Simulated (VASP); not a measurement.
Data:

```
NiSrF6
1.0
    3.63099     2.09635     2.25259
   -3.63099     2.09635     2.25259
    0.00000    -4.19270     2.25259
Sr Ni F
1 1 6
Cartesian
  0.00000   0.00000   3.37888
  0.00000   0.00000   0.00000
  0.00000   2.74266   3.40625
  0.00000  -2.74266   3.35151
 -2.37521  -1.37133   3.40625
  2.37521   1.37133   3.35151
  2.37521  -1.37133   3.40625
 -2.37521   1.37133   3.35151
```

These are PBEsol GGA, VASP's PBE PAW potentials (set 64) (plane waves; VASP) values and carry that method's errors. Settings: 400 eV cut-off, 5×5×5 Γ-centred mesh, Gaussian smearing of 0.010 eV, potentials Sr_sv Ni F.

At this cut-off the stress carries a Pulay error, which pulls relaxed volumes low. Energy and stress use the plane-wave basis of the starting cell.

Task: The ions, cell shape and volume are relaxed. Predict the relaxed structure.

Result: 
```
NiSrF6
1.0
    3.47399     2.00571     2.16366
   -3.47399     2.00571     2.16366
    0.00000    -4.01141     2.16366
Sr Ni F
1 1 6
Direct
  0.50000   0.50000   0.50000
  0.00000   0.00000   0.00000
  0.71723   0.71723   0.06903
  0.28277   0.28277   0.93097
  0.06903   0.71723   0.71723
  0.93097   0.28277   0.28277
  0.71723   0.06903   0.71723
  0.28277   0.93097   0.28277
```
Space group R-3m (166), at a tolerance of 0.03 Å.

Task: How do energy and volume change from the first to the last step?

Result: The energy (σ→0) changes by -79.5 meV/atom and the volume by -12.1 %, in 11 ionic steps.

```json
[
 {"step": "1", "E(σ→0) (eV)": "-39.0339", "max force (eV/Å)": "0.554", "pressure (GPa)": "-16.73", "volume (Å³)": "102.88"},
 {"step": "2", "E(σ→0) (eV)": "-38.8117", "max force (eV/Å)": "2.881", "pressure (GPa)": "23.44", "volume (Å³)": "84.15"},
 {"step": "3", "E(σ→0) (eV)": "-39.5695", "max force (eV/Å)": "0.682", "pressure (GPa)": "-1.35", "volume (Å³)": "93.81"},
 {"step": "4", "E(σ→0) (eV)": "-39.5697", "max force (eV/Å)": "0.712", "pressure (GPa)": "-0.96", "volume (Å³)": "93.64"},
 {"step": "5", "E(σ→0) (eV)": "-39.6597", "max force (eV/Å)": "0.194", "pressure (GPa)": "-0.82", "volume (Å³)": "91.62"},
 {"step": "6", "E(σ→0) (eV)": "-39.6694", "max force (eV/Å)": "0.063", "pressure (GPa)": "-0.48", "volume (Å³)": "90.60"},
 {"step": "7", "E(σ→0) (eV)": "-39.6696", "max force (eV/Å)": "0.039", "pressure (GPa)": "-0.45", "volume (Å³)": "90.70"},
 {"step": "8", "E(σ→0) (eV)": "-39.6695", "max force (eV/Å)": "0.024", "pressure (GPa)": "-0.47", "volume (Å³)": "90.76"},
 {"step": "9", "E(σ→0) (eV)": "-39.6698", "max force (eV/Å)": "0.040", "pressure (GPa)": "0.43", "volume (Å³)": "90.28"},
 {"step": "10", "E(σ→0) (eV)": "-39.6701", "max force (eV/Å)": "0.015", "pressure (GPa)": "0.08", "volume (Å³)": "90.47"},
 {"step": "11", "E(σ→0) (eV)": "-39.6702", "max force (eV/Å)": "0.007", "pressure (GPa)": "0.01", "volume (Å³)": "90.46"}
]
```

The structure comes from a computed database's SrNiF6 entry; how it stands against other phases isn't given here. This run relaxes it. Symmetry was kept, so distortions that lower it aren't found. The run is one of a series of settings (EDIFFG = -0.01, IBRION = 2, ISIF = 3, NSW = 50 against the base run), some of them coarse on purpose. The run is not spin-polarised, so no magnetic state was tried.
